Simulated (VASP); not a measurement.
Level of theory: PW91 GGA, VASP's PBE PAW potentials (set 64) (plane waves; VASP).

VASP ran on this input.

### POSCAR
```
La
1
    1.8794265253    -3.2552624565    -0.0000000000
    1.8794265253     3.2552624565    -0.0000000000
    0.0000000000     0.0000000000    12.0366282846
La
4
Direct
  0.0000000000   0.0000000000   0.5000000000
  0.0000000000   0.0000000000   0.0000000000
  0.3333330000   0.6666670000   0.2500000000
  0.6666670000   0.3333330000   0.7500000000
```

KPOINTS:
```
Automatic mesh
0
Gamma
11 11 3
0 0 0
```

### INCAR
```
# general
SYSTEM  = La
PREC    = Accurate
ENCUT   = 520
LREAL   = .FALSE.   # projection in real space or not
LASPH   = .TRUE.   # aspherical one-centre terms

# electronic loop
EDIFF   = 1E-7   # SCF stop (eV)
NELM    = 100
ALGO    = Normal
LMAXMIX = 6   # l cut-off of mixed one-centre charges

# smearing
ISMEAR  = -5

# functional
GGA     = 91

# ions
ISIF    = 2   # forces and stress, cell fixed

# output
LWAVE   = .FALSE.
LCHARG  = .TRUE.
LORBIT  = 11   # lm-projected
NEDOS   = 601

# other
LEFG    = .TRUE.
```

POTCAR, in this order: La (PBE.64 set). Program: vasp_std.

For a metal the tetrahedron method with Blöchl corrections gives inexact stress and forces.

**Question.** Predict the energy per atom (σ→0), band gap (on the k-mesh).

**Answer.** 
* **energy per atom (σ→0)**: -4.943 eV/atom
* **band gap (on the k-mesh)**: none (metal, semimetal or under 0.01 eV)

**OSZICAR**
```
...
DAV:   9    -0.197702338416E+02   -0.14335E-02   -0.10593E-02  3088   0.640E-01    0.527E-02
DAV:  10    -0.197704196949E+02   -0.18585E-03   -0.27532E-03  3248   0.315E-01    0.531E-02
DAV:  11    -0.197703497326E+02    0.69962E-04   -0.53010E-04  3016   0.158E-01    0.156E-02
DAV:  12    -0.197703526449E+02   -0.29123E-05   -0.94592E-05  3320   0.548E-02    0.584E-03
DAV:  13    -0.197703529018E+02   -0.25694E-06   -0.14053E-05  2608   0.202E-02    0.251E-03
DAV:  14    -0.197703527678E+02    0.13402E-06   -0.25784E-06  1880   0.814E-03    0.110E-03
DAV:  15    -0.197703527992E+02   -0.31403E-07   -0.61707E-07  1712   0.668E-03
   1 F= -.19770353E+02 E0= -.19770353E+02  d E =0.000000E+00
```

The compound is La in the dhcp structure. It was relaxed first.
